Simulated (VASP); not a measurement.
Here is a VASP 6.6.1 calculation.

File INCAR:

```
PREC = Accurate
ENCUT = 600
EDIFF = 1E-7
ISMEAR = 1
SIGMA = 0.1
LREAL = False
LASPH = True
NELM = 80
ALGO = Normal
ISIF = 2
LWAVE = False
LCHARG = False
METAGGA = R2SCAN
LMIXTAU = True
IBRION = 2
NSW = 40
EDIFFG = -0.01
```

Contents of KPOINTS:

```
regular mesh
0
Gamma
  16 16 16
```

Contents of POSCAR:

```
Mo                                      
1.0
   -1.5446062361      1.5446062361      1.5446062361
    1.5446062361     -1.5446062361      1.5446062361
    1.5446062361      1.5446062361     -1.5446062361
  Mo            
     1
Direct
     0.0000000000000000    0.0000000000000000    0.0000000000000000
```

Potentials or basis: VASP PAW PBE potentials, release 64 (Mo_sv).

Run with:

```console
$ cat potpaw_PBE.64/Mo_sv/POTCAR > POTCAR
$ mpirun -np 1 vasp_std > vasp.out
```

**Question.** What does it give for the band gap on the k mesh?

**Answer.** None (metal or under the smearing width).

Final structure:
```cif
data_structure
_symmetry_space_group_name_H-M 'P 1'
_symmetry_Int_Tables_number 1
_cell_length_a 2.6753
_cell_length_b 2.6753
_cell_length_c 2.6753
_cell_angle_alpha 109.471
_cell_angle_beta 109.471
_cell_angle_gamma 109.471
_cell_volume 14.74
loop_
_atom_site_label
_atom_site_type_symbol
_atom_site_fract_x
_atom_site_fract_y
_atom_site_fract_z
_atom_site_occupancy
Mo1 Mo 0.00000 0.00000 0.00000 1
```

Caveat: the relaxation stopped at its first step, so nothing moved.
